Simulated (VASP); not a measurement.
A convergence study with VASP on HgS (zinc blende): one setting is varied, all else stays as given below, so the limit is that of these other settings.

```
HgS
1.0
    0.00000     2.92500     2.92500
    2.92500     0.00000     2.92500
    2.92500     2.92500     0.00000
Hg S
1 1
Cartesian
  0.00000   0.00000   0.00000
  1.46250   1.46250   1.46250
```

The numbers are results of PBE GGA, VASP's PBE PAW potentials (set 64) (plane waves; VASP), not measurements. The tightest run used: 600 eV cut-off, 7×7×7 Γ-centred mesh, Gaussian smearing of 0.010 eV, potentials Hg S.

Q: The settings run are ENCUT = 200; ENCUT = 300; ENCUT = 400; ENCUT = 500; ENCUT = 600. From which on does the highest Γ mode stay within 1 cm⁻¹ of the tightest run?

A: From ENCUT = 300 on: it is off by 0.8 there and by no more than 1 in any finer run, while ENCUT = 200 is off by 1.7.
```
setting      highest Γ mode (cm⁻¹)  plane waves  difference judged (cm⁻¹)
-----------  ---------------------  -----------  ------------------------
ENCUT = 200                  185.0          331                       1.7
ENCUT = 300                  182.6          609                       0.8
ENCUT = 400                  183.3          941                       0.1
ENCUT = 500                  183.2         1283                       0.2
ENCUT = 600                  183.4         1690                       0.0
```

Left out are rungs that failed or repeat a setting and relaxations that didn't move; long series are thinned to 24 rows.

The compound is HgS in the zinc blende structure, metacinnabar; cinnabar is the stable form. The cell was not relaxed at this level.
